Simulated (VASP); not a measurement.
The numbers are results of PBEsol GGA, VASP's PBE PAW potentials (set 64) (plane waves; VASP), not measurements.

A VASP calculation is set up with these files.

File POSCAR:
```
ZnO
1
    3.0265766171    -0.0000000000     0.0000000000
   -1.5132883086     2.6210927091     0.0000000000
    0.0000000000    -0.0000000000     4.8969066396
Zn O
2 2
Direct
  0.3333330000   0.6666670000   0.9985047073
  0.6666670000   0.3333330000   0.4985047073
  0.3333330000   0.6666670000   0.3764952927
  0.6666670000   0.3333330000   0.8764952927
```

INCAR:
```
SYSTEM = ZnO
PREC = Accurate; ENCUT = 620; LREAL = .False.
LASPH = .True.
EDIFF = 1E-6; NELM = 100; ALGO = Normal
LMAXMIX = 4
ISMEAR = 0; SIGMA = 0.05
GGA = PS
IBRION = 2; NSW = 40; ISIF = 3
EDIFFG = -0.02; PSTRESS = 450
LWAVE = .False.; LCHARG = .False.
```

File KPOINTS:
```
Automatic
0
gamma
 8 8 5
```

POTCAR, in this order: Zn O (PBE.64 set). Program: vasp_std.

What VASP printed:

File OSZICAR:
```
       N       E                     dE             d eps       ncg     rms          rms(c)
DAV:   1     0.308444074321E+03    0.30844E+03   -0.21254E+04  1344   0.287E+03
DAV:   2     0.981320363834E+01   -0.29863E+03   -0.28758E+03  1386   0.492E+02
DAV:   3    -0.207919902488E+02   -0.30605E+02   -0.30376E+02  1518   0.166E+02
DAV:   4    -0.213732616553E+02   -0.58127E+00   -0.58067E+00  1482   0.234E+01
DAV:   5    -0.213772638419E+02   -0.40022E-02   -0.40019E-02  1518   0.191E+00    0.214E+01
DAV:   6    -0.182833115170E+02    0.30940E+01   -0.94758E+00  2266   0.680E+01    0.142E+01
DAV:   7    -0.184417013145E+02   -0.15839E+00   -0.26121E+00  1332   0.178E+01    0.750E+00
DAV:   8    -0.184340062000E+02    0.76951E-02   -0.51458E-01  1986   0.742E+00    0.153E+00
DAV:   9    -0.183970030905E+02    0.37003E-01   -0.11233E-01  2228   0.653E+00    0.264E-01
DAV:  10    -0.183992234326E+02   -0.22203E-02   -0.33847E-02  1350   0.150E+00    0.163E-01
DAV:  11    -0.183989229361E+02    0.30050E-03   -0.15373E-03  1948   0.744E-01    0.486E-02
DAV:  12    -0.183989438105E+02   -0.20874E-04   -0.26374E-04  1554   0.258E-01    0.197E-02
DAV:  13    -0.183989419282E+02    0.18823E-05   -0.17163E-05  1954   0.110E-01    0.568E-03
DAV:  14    -0.183989420028E+02   -0.74612E-07   -0.40028E-06  1352   0.181E-02
   1 F= -.74881115E+01 E0= -.74881115E+01  d E =-.748811E+01
```

OUTCAR:
```
------------------------ aborting loop because EDIFF is reached ----------------------------------------
  FORCE on cell =-STRESS in cart. coord.  units (eV):
  Direction    XX          YY          ZZ          XY          YZ          ZX
  --------------------------------------------------------------------------------------
  Total       10.8595644     10.8595684     10.8844612     -0.0000000      0.0000000      0.0000000
  in kB      447.8856111    447.8857725    448.9124388     -0.0000000      0.0000000      0.0000000
  external PRESSURE =      -1.7720592 kB  Pullay stress =     450.0000000 kB
  volume of cell :       38.85
      direct lattice vectors                 reciprocal lattice vectors
     3.026576617  0.000000000  0.000000000     0.330406306  0.190760135  0.000000000
    -1.513288309  2.621092709  0.000000000     0.000000000  0.381520271  0.000000000
     0.000000000  0.000000000  4.896906640     0.000000000  0.000000000  0.204210550
  FREE ENERGIE OF THE ION-ELECTRON SYSTEM (eV)
  ---------------------------------------------------
  free  energy   TOTEN  =       -18.3989420028 eV

  energy  without entropy=      -18.3989420028  energy(sigma->0) =      -18.39894200
  enthalpy is  TOTEN    =        -7.4881114685 eV   P V=       10.9108305343

 reached required accuracy - stopping structural energy minimisation
```
(Selected blocks of OUTCAR.)

The structure was generated: ZnO was put into the wurtzite type (P6_3mc), which need not be its known phase. It was relaxed first under an external pressure of 45 GPa.
